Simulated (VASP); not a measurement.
**Ir under biaxial strain in the (001) plane**

Wanted: the elastic response of Ir to biaxial strain in the (001) plane, with a fit that predicts a row left out.

Main program and level: VASP 6.6.1; PBEsol; plane waves and PAW (Ir), in the first sound run; inputs show where later runs differ.

## (1) Starting point

It takes space group Fm-3m (No. 225, cubic). Conventional cell: a = 3.840 Å, b = 3.840 Å, c = 3.840 Å, α = 90.00°, β = 90.00°, γ = 90.00°. Nearest to Ir lie 12 Ir at 2.72 Å.

As a file:

```cif
data_structure
_symmetry_space_group_name_H-M 'P 1'
_symmetry_Int_Tables_number 1
_cell_length_a 2.7153
_cell_length_b 2.7153
_cell_length_c 2.7153
_cell_angle_alpha 60.000
_cell_angle_beta 60.000
_cell_angle_gamma 60.000
_cell_volume 14.16
loop_
_atom_site_label
_atom_site_type_symbol
_atom_site_fract_x
_atom_site_fract_y
_atom_site_fract_z
_atom_site_occupancy
Ir1 Ir 0.00000 0.00000 0.00000 1
```

## (2) Relax the crystal, PBEsol

The series starts from the cell that this level prefers, so that zero strain is near zero stress.

Level: PBEsol; plane waves and PAW (Ir).

The input, INCAR:

```
SYSTEM = Ir
PREC = Accurate
ENCUT = 450
EDIFF = 1E-07
NELM = 120
ISMEAR = 1
SIGMA = 0.15
LREAL = .FALSE.
ALGO = Normal
GGA = PS
NBANDS = 10
LASPH = .TRUE.
LORBIT = 11
LWAVE = .FALSE.
LCHARG = .FALSE.
KPAR = 8
IBRION = 2
NSW = 40
ISIF = 3
EDIFFG = -0.005
POTIM = 0.4
```

The input, POSCAR:

```
Ir
1.0
    0.0000000000      1.9200000000      1.9200000000
    1.9200000000      0.0000000000      1.9200000000
    1.9200000000      1.9200000000      0.0000000000
Ir
1
Direct
    0.0000000000      0.0000000000      0.0000000000
```

The input, KPOINTS:

```
Automatic mesh
0
Gamma
26 26 26
0 0 0
```

PAW data sets: Ir (PBE family, release 64).

Run with:

```console
$ mpirun -np 8 vasp_std
```

The log of the run:

```text
[banner, memory and clock lines left out]
running    8 mpi-ranks, on    1 nodes
[...]
|                                                                             |
|           W    W    AA    RRRRR   N    N  II  N    N   GGGG   !!!           |
|           W    W   A  A   R    R  NN   N  II  NN   N  G    G  !!!           |
|           W    W  A    A  R    R  N N  N  II  N N  N  G       !!!           |
|           W WW W  AAAAAA  RRRRR   N  N N  II  N  N N  G  GGG   !            |
|           WW  WW  A    A  R   R   N   NN  II  N   NN  G    G                |
|           W    W  A    A  R    R  N    N  II  N    N   GGGG   !!!           |
|                                                                             |
|     For optimal performance we recommend to set                             |
|       NCORE = 2 up to number-of-cores-per-socket                            |
|     NCORE specifies how many cores store one orbital (NPAR=cpu/NCORE).      |
|     This setting can greatly improve the performance of VASP for DFT.       |
[...]
DAV:   6    -0.981721467507E+01   -0.12792E-05   -0.60664E-07 12378   0.449E-03    0.202E-04
DAV:   7    -0.981721466853E+01    0.65401E-08   -0.10255E-08  5884   0.849E-04
   2 F= -.98172147E+01 E0= -.98171977E+01  d E =0.369888E-02
 trial-energy change:    0.003699  1 .order    0.003786   -0.003701    0.011272
 step:   0.2538(harm=  0.2472)  dis= 0.00000  next Energy=    -9.821385 (dE=-0.471E-03)
[...]
N       E                     dE             d eps       ncg     rms          rms(c)
DAV:   1    -0.983297977999E+01   -0.15765E-01   -0.39138E-01 11092   0.892E+00    0.104E+00
DAV:   2    -0.982258105908E+01    0.10399E-01   -0.23722E-02 11222   0.188E+00    0.389E-01
DAV:   3    -0.982139147055E+01    0.11896E-02   -0.46710E-03 12350   0.743E-01    0.113E-01
DAV:   4    -0.982138734283E+01    0.41277E-05   -0.10947E-04 11952   0.969E-02    0.130E-02
DAV:   5    -0.982138923611E+01   -0.18933E-05   -0.33662E-06 13742   0.106E-02    0.330E-03
DAV:   6    -0.982138943985E+01   -0.20373E-06   -0.54185E-08  8872   0.193E-03    0.134E-04
DAV:   7    -0.982138943786E+01    0.19913E-08   -0.16470E-09  5366   0.443E-04
   3 F= -.98213894E+01 E0= -.98213857E+01  d E =-.475893E-03
[...]
reached required accuracy - stopping structural energy minimisation
```

Run time: 9.4 s. Hardware: 8 MPI ranks of Intel Xeon 6975P-C (Granite Rapids), shared host; peak memory 1.4 GiB.

The logs omit lines about the potential files and the build; timing stands in the text.

Parts of OUTCAR (step 2):

```text
  Total       -0.0000283     -0.0000283     -0.0000283     -0.0000000      0.0000000      0.0000000
  in kB       -0.0032239     -0.0032239     -0.0032239     -0.0000000      0.0000000      0.0000000
  external PRESSURE =      -0.0032239 kB  Pullay stress =       0.0000000 kB

 POSITION                                       TOTAL-FORCE (eV/Angst)
 -----------------------------------------------------------------------------------
      0.00000      0.00000      0.00000         0.000000      0.000000      0.000000
 -----------------------------------------------------------------------------------
    total drift:                                0.000000      0.000000     -0.000000

  FREE ENERGIE OF THE ION-ELECTRON SYSTEM (eV)
  ---------------------------------------------------
  free  energy   TOTEN  =        -9.8213894379 eV

  energy  without entropy=       -9.8213780887  energy(sigma->0) =       -9.82138565

 reached required accuracy - stopping structural energy minimisation

[... 3 further parts left out ...]
[key lines of the parts left out:]
E-fermi :  10.3099
```

Read from the output:

```
energy(sigma→0) of the program : -9.8214 eV
stress, compression positive   : xx, yy, zz 0.00, 0.00, 0.00 GPa
volume                         : 14.082 Å³
ionic steps                    : 3
```

## (3) Strain along the normal, PBEsol

One member in full: the plane is strained by -1.5 %, and the strain along the normal is moved by secant steps until the normal stress is under 0.012 GPa or five steps are spent; the atoms relax at each step.

This step took 4 runs, each at a new trial strain with the atoms of the one before; the last is shown.

Level: PBEsol; plane waves and PAW (Ir).

INCAR: that of step 2 with these lines changed.

```diff
@@ -15,7 +15,7 @@
 LCHARG = .FALSE.
-KPAR = 8
-IBRION = 2
-NSW = 40
-ISIF = 3
-EDIFFG = -0.005
-POTIM = 0.4
+KPAR = 2
+IBRION = 1
+NSW = 25
+ISIF = 2
+EDIFFG = -0.004
+POTIM = 0.3
```

The input, POSCAR:

```
Ir
1.0
    0.0000000000      1.8878886300      1.9402262590
    1.8878886300      0.0000000000      1.9402262590
    1.8878886300      1.8878886300      0.0000000000
Ir
1
Direct
    0.0000000000      0.0000000000      0.0000000000
```

KPOINTS is that of step 2.

Run with:

```console
$ mpirun -np 2 vasp_std
```

The log of the run:

```text
[banner, memory and clock lines left out]
running    2 mpi-ranks, on    1 nodes
[...]
[... a notice as in an earlier step ...]

 LDA part: xc-table for (Slater+PW92), standard interpolation
 POSCAR, INCAR and KPOINTS ok, starting setup
[...]
entering main loop
       N       E                     dE             d eps       ncg     rms          rms(c)
DAV:   1     0.418949988412E+02    0.41895E+02   -0.40203E+03 27320   0.728E+02
DAV:   2    -0.965169357990E+01   -0.51547E+02   -0.48679E+02 27336   0.186E+02
DAV:   3    -0.104206002568E+02   -0.76891E+00   -0.76652E+00 31092   0.274E+01
DAV:   4    -0.104273799015E+02   -0.67796E-02   -0.67785E-02 30126   0.242E+00
[...]
DAV:  10    -0.980666518173E+01    0.10500E-04   -0.15157E-05 38852   0.408E-02    0.162E-02
DAV:  11    -0.980666690619E+01   -0.17245E-05   -0.11782E-06 29482   0.678E-03    0.167E-03
DAV:  12    -0.980666691280E+01   -0.66123E-08   -0.20216E-08 17832   0.147E-03
   1 F= -.98066669E+01 E0= -.98066793E+01  d E =-.980667E+01
 BRION: g(F)=  0.426E-65 g(S)=  0.000E+00
 reached required accuracy - stopping structural energy minimisation
```

Wall time 34 s (2 MPI ranks); peak memory 0.52 GiB.

OUTCAR, selected parts (step 3):

```text
  Total        0.9752669      0.9752669     -0.0003012      0.0000000     -0.0000000      0.0000000
  in kB      112.9793163    112.9793163     -0.0348949      0.0000000     -0.0000000      0.0000000
  external PRESSURE =      75.3079126 kB  Pullay stress =       0.0000000 kB

 POSITION                                       TOTAL-FORCE (eV/Angst)
 -----------------------------------------------------------------------------------
      0.00000      0.00000      0.00000         0.000000      0.000000      0.000000
 -----------------------------------------------------------------------------------
    total drift:                                0.000000     -0.000000      0.000000

  FREE ENERGIE OF THE ION-ELECTRON SYSTEM (eV)
  ---------------------------------------------------
  free  energy   TOTEN  =        -9.8066669128 eV

  energy  without entropy=       -9.8067041407  energy(sigma->0) =       -9.80667932

[... 1 part as in an earlier step ...]

[... 3 further parts left out ...]
[key lines of the parts left out:]
E-fermi :  10.6263
```

Numbers from this step:

- energy(sigma→0) of the program: -9.8067 eV
- stress, compression positive: xx, yy, zz 11.30, 11.30, 0.00 GPa
- ionic steps: 1

## (4) All members

The other members went through these steps as far as the tables show, with the same cutoff and, step by step, the same mesh; 32 runs are not shown. The session took 0.56 core hours (wall time by ranks) on a shared machine.

```csv
in-plane strain (%),strain along the normal (%),"in-plane stress, tension positive (GPa)","energy above the unstrained row, extrapolated to no smearing (meV/atom)"
-2.000,1.656,-15.418,26.345
-1.500,1.231,-11.298,14.666
-1.000,0.810,-7.380,6.464
-0.500,0.401,?,?
0,0.000,-0.001,0.000
0.500,-0.396,3.433,1.472
1.000,-0.790,6.687,5.877
1.500,-1.184,9.758,13.081
2.000,-1.578,12.647,22.919
```

## (5) Stress from the known rows

Fitting a parabola to the 8 known rows (e: strain in %) gives stress = − 0.3468 e² + 7.020 e + 0.003990 in GPa; the residuals are 0.0092 GPa r.m.s.

At e = -0.5 this predicts -3.593 GPa.

## (6) Prediction against calculation

The calculation gives -3.610 GPa, so the prediction is 0.017 GPa too high, within twice the residual of the fit.

Slopes at zero strain, from cubics through all rows: strain ratio -0.798, stress over strain 704 GPa.

## (7) Results

| Property | Result |
| --- | --- |
| error of the predicted stress | 0.017 GPa |
| ratio of normal to in-plane strain | -0.798 |
| biaxial modulus | 704 GPa |

**Reading.** As a check, the curvature of the energy gives 703 GPa for the same modulus (energy per volume = M × strain²), 0 % from the slope of the stress. These are static values: temperature and zero-point motion are left out. In a metal the slopes also depend on mesh and smearing, which were held through the series.

[Lines on the potential files, build, host, timing and source positions are cut from VASP's logs without a mark.]

[Logs are printed without paths, hosts, clocks, repeated set-up lines and the standing remarks that a program may print on its own settings, such as how far it seeks lower states.]

[Hosts, paths, dates, database ids (printed as entryN), source tags and the programs' standing remarks are cut or masked in the printed files.]

[In band tables of VASP the shares of atoms and orbitals are scaled to a sum of 1 inside the atoms' spheres.]
